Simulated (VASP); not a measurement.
These are AM05 GGA, VASP's PBE PAW potentials (set 64) (plane waves; VASP) values and carry that method's errors.

VASP input:

### KPOINTS
```
K-points
0
gamma
  4 4 4
```

### INCAR
```
# general
SYSTEM  = CsPbBr3
PREC    = Accurate
ENCUT   = 520
LREAL   = .FALSE.
LASPH   = .TRUE.   # aspherical one-centre terms

# electronic loop
EDIFF   = 1E-6
NELM    = 100   # most electronic steps
ALGO    = Normal
LMAXMIX = 4

# smearing
ISMEAR  = 0   # Gaussian
SIGMA   = 0.05   # width (eV)

# functional
GGA     = AM   # AM05

# ions
IBRION  = 2   # conjugate gradients
NSW     = 60   # most ionic steps
ISIF    = 3   # ions, shape and volume
EDIFFG  = -0.02

# output
LWAVE   = .FALSE.
LCHARG  = .FALSE.
```

POSCAR:
```
CsPbBr3
1
    5.8967845361    -0.0000000000     0.0000000000
    0.0000000000     5.8967845361    -0.0000000000
   -0.0000000000     0.0000000000     5.8967845361
Cs Pb Br
1 1 3
Direct
  0.0000000000   0.0000000000   0.0000000000
  0.5000000000   0.5000000000   0.5000000000
  0.5000000000   0.0000000000   0.5000000000
  0.0000000000   0.5000000000   0.5000000000
  0.5000000000   0.5000000000   0.0000000000
```

POTCAR, in this order: Cs_sv Pb_d Br (PBE.64 set). Program: vasp_std.

Output

**OSZICAR**
```
       N       E                     dE             d eps       ncg     rms          rms(c)
DAV:   1     0.411367520916E+03    0.41137E+03   -0.18945E+04   520   0.150E+03
DAV:   2     0.313484696560E+02   -0.38002E+03   -0.37354E+03   640   0.335E+02
DAV:   3    -0.145365691917E+02   -0.45885E+02   -0.45640E+02   630   0.126E+02
DAV:   4    -0.163136796967E+02   -0.17771E+01   -0.17718E+01   640   0.324E+01
DAV:   5    -0.163673506876E+02   -0.53671E-01   -0.53601E-01   668   0.468E+00    0.444E+00
DAV:   6    -0.158356433362E+02    0.53171E+00   -0.10083E+00   750   0.984E+00    0.250E+00
DAV:   7    -0.157988538449E+02    0.36789E-01   -0.52736E-01   764   0.413E+00    0.932E-01
DAV:   8    -0.158111840239E+02   -0.12330E-01   -0.63592E-02   662   0.219E+00    0.206E-01
DAV:   9    -0.158125571275E+02   -0.13731E-02   -0.12043E-02   704   0.838E-01    0.102E-01
DAV:  10    -0.158129535051E+02   -0.39638E-03   -0.10476E-03   624   0.213E-01    0.444E-02
DAV:  11    -0.158131365738E+02   -0.18307E-03   -0.33823E-04   590   0.125E-01    0.105E-02
DAV:  12    -0.158131437637E+02   -0.71899E-05   -0.31152E-05   754   0.521E-02    0.738E-03
DAV:  13    -0.158131446897E+02   -0.92604E-06   -0.29143E-06   544   0.137E-02
   1 F= -.15813145E+02 E0= -.15813145E+02  d E =-.158131E+02
       N       E                     dE             d eps       ncg     rms          rms(c)
DAV:   1    -0.159342992027E+02   -0.12116E+00   -0.31245E+00   684   0.189E+01    0.169E+00
DAV:   2    -0.158388205188E+02    0.95479E-01   -0.18741E-01   666   0.441E+00    0.645E-01
DAV:   3    -0.158206943752E+02    0.18126E-01   -0.75833E-02   660   0.262E+00    0.243E-01
DAV:   4    -0.158206154819E+02    0.78893E-04   -0.13142E-03   552   0.245E-01    0.189E-01
DAV:   5    -0.158205377430E+02    0.77739E-04   -0.61919E-04   588   0.217E-01    0.281E-02
DAV:   6    -0.158205433266E+02   -0.55836E-05   -0.66920E-05   610   0.855E-02    0.717E-03
DAV:   7    -0.158205449982E+02   -0.16716E-05   -0.78031E-06   566   0.168E-02    0.248E-03
DAV:   8    -0.158205456404E+02   -0.64213E-06   -0.87556E-07   336   0.101E-02
   2 F= -.15820546E+02 E0= -.15820546E+02  d E =-.740095E-02
       N       E                     dE             d eps       ncg     rms          rms(c)
DAV:   1    -0.158325066849E+02   -0.11962E-01   -0.31204E-01   684   0.587E+00    0.539E-01
DAV:   2    -0.158228689008E+02    0.96378E-02   -0.18907E-02   662   0.141E+00    0.204E-01
DAV:   3    -0.158210633694E+02    0.18055E-02   -0.75796E-03   666   0.825E-01    0.751E-02
DAV:   4    -0.158210538642E+02    0.95052E-05   -0.12664E-04   564   0.769E-02    0.568E-02
DAV:   5    -0.158210458279E+02    0.80364E-05   -0.59094E-05   588   0.661E-02    0.935E-03
DAV:   6    -0.158210465055E+02   -0.67764E-06   -0.57526E-06   534   0.250E-02
   3 F= -.15821047E+02 E0= -.15821047E+02  d E =-.790182E-02
```

OUTCAR:
```
------------------------ aborting loop because EDIFF is reached ----------------------------------------
  FORCE on cell =-STRESS in cart. coord.  units (eV):
  Direction    XX          YY          ZZ          XY          YZ          ZX
  --------------------------------------------------------------------------------------
  Total        0.0194874      0.0194874      0.0194874     -0.0000000     -0.0000000      0.0000000
  in kB        0.1486062      0.1486062      0.1486062     -0.0000000     -0.0000000      0.0000000
  external PRESSURE =       0.1486062 kB  Pullay stress =       0.0000000 kB
  volume of cell :      210.10
      direct lattice vectors                 reciprocal lattice vectors
     5.944870871  0.000000000 -0.000000000     0.168212232  0.000000000  0.000000000
    -0.000000000  5.944870871  0.000000000    -0.000000000  0.168212232 -0.000000000
    -0.000000000  0.000000000  5.944870871     0.000000000  0.000000000  0.168212232
 POSITION                                       TOTAL-FORCE (eV/Angst)
 -----------------------------------------------------------------------------------
      0.00000      0.00000      0.00000        -0.000000     -0.000000      0.000000
      2.97244      2.97244      2.97244         0.000000      0.000000      0.000000
      2.97244      0.00000      2.97244        -0.000000     -0.000000      0.000000
     -0.00000      2.97244      2.97244        -0.000000     -0.000000      0.000000
      2.97244      2.97244     -0.00000        -0.000000     -0.000000      0.000000
 -----------------------------------------------------------------------------------
    total drift:                                0.000000     -0.000000     -0.000000
  FREE ENERGIE OF THE ION-ELECTRON SYSTEM (eV)
  ---------------------------------------------------
  free  energy   TOTEN  =       -15.8210465055 eV

  energy  without entropy=      -15.8210465055  energy(sigma->0) =      -15.82104651

 reached required accuracy - stopping structural energy minimisation
```
(Selected blocks of OUTCAR.)

File CONTCAR:
```
CsPbBr3
   1.00000000000000
     5.9448708709047020    0.0000000000000000   -0.0000000000000000
    -0.0000000000000000    5.9448708709047020    0.0000000000000000
    -0.0000000000000000    0.0000000000000000    5.9448708709047020
  Cs              Pb              Br
     1     1     3
Direct
     0.0000000000000000    0.0000000000000000    0.0000000000000000
     0.5000000000000000    0.5000000000000000    0.5000000000000000
     0.5000000000000000    0.0000000000000000    0.5000000000000000
     0.0000000000000000    0.5000000000000000    0.5000000000000000
     0.5000000000000000    0.5000000000000000    0.0000000000000000
```

Energy and stress use the plane-wave basis of the starting cell.

The compound is CsPbBr3 in the cubic perovskite structure, the ideal cubic form; the compound distorts at low or room temperature. This run relaxes it. Symmetry was kept, so distortions that lower it aren't found. The start is the result of an earlier pass.
